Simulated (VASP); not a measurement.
Computed with PBE GGA with D3 dispersion (Becke-Johnson damping), VASP's PBE PAW potentials (set 64) (plane waves; VASP). For the first row: Run with 520 eV cut-off, 6×6×6 Γ-centred mesh, Gaussian smearing of 0.050 eV, potentials Mg Si.

| system | energy (eV/atom) |
|---|---|
| Mg2Si (antifluorite) | -3.2664 |
| Mg (hcp) | -1.7941 |
| Si (diamond) | -5.7348 |

The references are the elements' solids at the same level; no temperature or zero-point terms are added.

Q: What is the formation energy per atom of Mg$_{2}$Si?

A: The references average (2×(-1.7941) + 1×(-5.7348))/3 = -3.1077 eV, so the formation energy is -3.2664 − (-3.1077) = -0.159 eV/atom.
